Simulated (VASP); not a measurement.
Runs of VASP 6.6.1 on MgC2. All rows change the cell; the cell of one of them follows. The structure is trigonal, space group P-3m1 (No. 164). The conventional cell has a = 2.647 Å, b = 2.647 Å, c = 4.159 Å, α = 90.00°, β = 90.00°, γ = 120.00°. Mg (site symmetry -3m) has 6 C at 2.39 Å and 6 Mg at 2.65 Å as nearest neighbours. C (site symmetry 3m) is surrounded by 3 C at 1.60 Å. The cell was built by a generator and needn't be a form met in nature.

```csv
task,cell,k mesh,cutoff (eV),smearing,gap on the mesh (eV),pressure (GPa),relaxed volume (Å³/atom),largest force (eV/Å)
single point,"species swapped into the LuCd2 type (P-3m1, No. 164)",15 × 15 × 10,520,gaussian 0.02 eV,0.14,0.0,-,0.02
relaxation of cell and atoms,"relaxed from: species swapped into the LuCd2 type (P-3m1, No. 164)",9 × 9 × 4,600,gaussian 0.1 eV,0.29,0.2,8.31,0.03
relaxation of cell and atoms,"relaxed from: species swapped into the LuCd2 type (P-3m1, No. 164)",15 × 15 × 10,600,gaussian 0.02 eV,(c),0.0,(b),-
single point,"species swapped into the LuCd2 type (P-3m1, No. 164)",9 × 9 × 4,520,gaussian 0.1 eV,0.31,-0.1,-,(a)
```

Alike in all rows: level PBE; potentials or basis VASP PAW PBE potentials, release 64 (Mg, C); no spin polarisation.

Question: Fill in the values left out.

Answer: (a) 0.01; (b) 8.39; (c) 0.15.

Caveats: an odd mesh through Γ misses points on the zone boundary, where band edges often lie.
